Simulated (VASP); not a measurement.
Output of a VASP run:

**OSZICAR**
```
       N       E                     dE             d eps       ncg     rms          rms(c)
DAV:   1     0.803815470607E+02    0.80382E+02   -0.93590E+03   762   0.197E+03
DAV:   2    -0.287428860724E+01   -0.83256E+02   -0.80226E+02   819   0.342E+02
DAV:   3    -0.925200533070E+01   -0.63777E+01   -0.63473E+01   914   0.766E+01
DAV:   4    -0.938215317547E+01   -0.13015E+00   -0.13006E+00   934   0.117E+01
DAV:   5    -0.938535905741E+01   -0.32059E-02   -0.32058E-02   947   0.150E+00    0.425E+00
DAV:   6    -0.914210487082E+01    0.24325E+00   -0.46856E-01  1141   0.129E+01    0.280E+00
DAV:   7    -0.911537261387E+01    0.26732E-01   -0.11658E-01   968   0.255E+00    0.113E+00
DAV:   8    -0.911544373137E+01   -0.71118E-04   -0.14707E-02   894   0.183E+00    0.169E-01
DAV:   9    -0.911581307727E+01   -0.36935E-03   -0.16158E-03   966   0.702E-01    0.885E-02
DAV:  10    -0.911587517162E+01   -0.62094E-04   -0.12999E-04  1117   0.126E-01    0.409E-02
DAV:  11    -0.911594736291E+01   -0.72191E-04   -0.10607E-04   804   0.106E-01    0.621E-03
DAV:  12    -0.911594672188E+01    0.64103E-06   -0.42657E-06   954   0.350E-02
   1 F= -.95164603E+01 E0= -.95164603E+01  d E =-.951646E+01
       N       E                     dE             d eps       ncg     rms          rms(c)
DAV:   1    -0.916202546279E+01   -0.46078E-01   -0.52664E-01   994   0.157E+01    0.116E+00
DAV:   2    -0.913193479403E+01    0.30091E-01   -0.52738E-02   964   0.553E+00    0.535E-01
DAV:   3    -0.912411603845E+01    0.78188E-02   -0.10331E-02   999   0.222E+00    0.118E-01
DAV:   4    -0.912345836813E+01    0.65767E-03   -0.93127E-04   882   0.502E-01    0.504E-02
DAV:   5    -0.912333697767E+01    0.12139E-03   -0.70678E-05  1006   0.125E-01    0.170E-02
DAV:   6    -0.912333307935E+01    0.38983E-05   -0.70717E-06   939   0.460E-02    0.814E-03
DAV:   7    -0.912333315917E+01   -0.79815E-07   -0.57569E-07   497   0.151E-02
   2 F= -.95175152E+01 E0= -.95175152E+01  d E =-.105487E-02
       N       E                     dE             d eps       ncg     rms          rms(c)
DAV:   1    -0.912508610738E+01   -0.17530E-02   -0.44819E-02   994   0.446E+00    0.344E-01
DAV:   2    -0.912244955613E+01    0.26366E-02   -0.48087E-03   964   0.177E+00    0.156E-01
DAV:   3    -0.912178856548E+01    0.66099E-03   -0.81134E-04   999   0.620E-01    0.365E-02
DAV:   4    -0.912173236592E+01    0.56200E-04   -0.76677E-05   855   0.134E-01    0.151E-02
DAV:   5    -0.912172344485E+01    0.89211E-05   -0.61535E-06   940   0.375E-02    0.447E-03
DAV:   6    -0.912172347687E+01   -0.32013E-07   -0.38986E-07   392   0.995E-03
   3 F= -.95177512E+01 E0= -.95177512E+01  d E =-.129084E-02
```

File OUTCAR:
```
------------------------ aborting loop because EDIFF is reached ----------------------------------------
 Edisp (eV)   -0.39603
  FORCE on cell =-STRESS in cart. coord.  units (eV):
  Direction    XX          YY          ZZ          XY          YZ          ZX
  --------------------------------------------------------------------------------------
  Total       0.00555     0.00555     0.00555    -0.00000     0.00000     0.00000
  in kB       0.21725     0.21725     0.21725    -0.00000     0.00000     0.00000
  external pressure =        0.22 kB  Pullay stress =        0.00 kB
  volume of cell :       40.93
      direct lattice vectors                 reciprocal lattice vectors
     0.000000000  2.735305833  2.735305833    -0.182794916  0.182794916  0.182794916
     2.735305833  0.000000000  2.735305833     0.182794916 -0.182794916  0.182794916
     2.735305833  2.735305833  0.000000000     0.182794916  0.182794916 -0.182794916
  FREE ENERGIE OF THE ION-ELECTRON SYSTEM (eV)
  ---------------------------------------------------
  free  energy   TOTEN  =        -9.5177511592 eV

  energy  without entropy=       -9.5177511592  energy(sigma->0) =       -9.51775116

 reached required accuracy - stopping structural energy minimisation
```
(Selected blocks of OUTCAR.)

File POSCAR:
```
GaP
1
    0.0000000000     2.7250000000     2.7250000000
    2.7250000000     0.0000000000     2.7250000000
    2.7250000000     2.7250000000     0.0000000000
Ga P
1 1
Direct
  0.0000000000   0.0000000000   0.0000000000
  0.2500000000   0.2500000000   0.2500000000
```

Write an INCAR and KPOINTS that could have produced this output.

Several could match; the one computed here: the input of the run itself, PBE GGA with D3 dispersion (zero damping), plane waves, VASP's PBE PAW potentials (set 64).

INCAR:
```
SYSTEM = GaP
PREC = Accurate
ENCUT = 520
EDIFF = 1E-6
NELM = 100
ALGO = Normal
LREAL = .FALSE.
LASPH = .TRUE.
ISMEAR = 0
SIGMA = 0.05
GGA = PE
IVDW = 11
LMAXMIX = 4
LWAVE = .FALSE.
LCHARG = .FALSE.
IBRION = 2
ISIF = 3
NSW = 60
EDIFFG = -0.01
```

KPOINTS:
```
K-points
0
gamma
8 8 8
0 0 0
```

POTCAR, in this order: Ga_d P (PBE.64 set). Program: vasp_std.

The compound is GaP in the zinc blende structure. This run relaxes it. Symmetry was kept, so distortions that lower it aren't found.
